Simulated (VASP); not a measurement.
Given:

```
CELL_PARAMETERS angstrom
      0.00000     2.77500     2.77500
      2.77500     0.00000     2.77500
      2.77500     2.77500     0.00000
ATOMIC_POSITIONS crystal
  Ag 0.00000 0.00000 0.00000
  Cl 0.50000 0.50000 0.50000
```

Computed with PBE GGA, VASP's PBE PAW potentials (set 64) (plane waves; VASP 6.6.1). Run with 400 eV cut-off, 6×6×6 Γ-centred mesh, Gaussian smearing of 0.050 eV, potentials Ag Cl.

### Question
Give the stress tensor in GPa (positive for a compressed cell).

### Answer

```
1.21  0.00  0.00
0.00  1.21  0.00
0.00  0.00  1.21
```
The pressure is its mean diagonal, 1.21 GPa.

The compound is AgCl in the rock salt structure. The cell was not relaxed at this level. The run is one of a series of settings (KPOINTS 6×6×6 Γ-centred mesh against the base run), some of them coarse on purpose.
